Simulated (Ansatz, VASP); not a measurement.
SiB2 in VASP and in Ansatz

```
Si B
1.0
     3.10990    0.00000    0.00000
    -1.55495    2.69325    0.00000
     0.00000    0.00000    3.73862
Si B
1 2
Direct
  0.00000 0.00000 0.15744
  0.33333 0.66667 0.00000
  0.66667 0.33333 0.00000
```

Alike in both runs: task relaxation of cell and atoms; functional PBE; dispersion D3(BJ); k mesh 6 × 6 × 6; occupations gaussian, width 0.1 eV; no spin polarisation.

```csv
,VASP,Ansatz
version,VASP 6.6.1,Ansatz 0.2.0
potentials or method,"VASP PAW PBE potentials, release 64 (Si, B)","scalar-relativistic, plane waves, PAW"
plane-wave cutoff (eV),600,420
valence electrons in the cell,10,10
```

|  | VASP | Ansatz | Ansatz less VASP |
| --- | --- | --- | --- |
| gap on the k mesh at the Fermi level, each at its own relaxed structure (eV) | none | none | - |
| relaxed volume (Å³/atom) | 8.74 | 8.72 | -0.022 |
| relaxed cell length with the largest relative difference (Å) | 3.465 | 3.461 | -0.0044 |
| energy change over the relaxation (meV/atom) | -1102 | -1107 | -4.5 |

A gap of «none» marks a metal or a gap that the smearing closes.

Caveats: the k mesh is coarse (spacing up to 0.39 Å⁻¹), so the values aren't converged; the volume moved by over 15 % at a fixed basis, so the end points are rough.
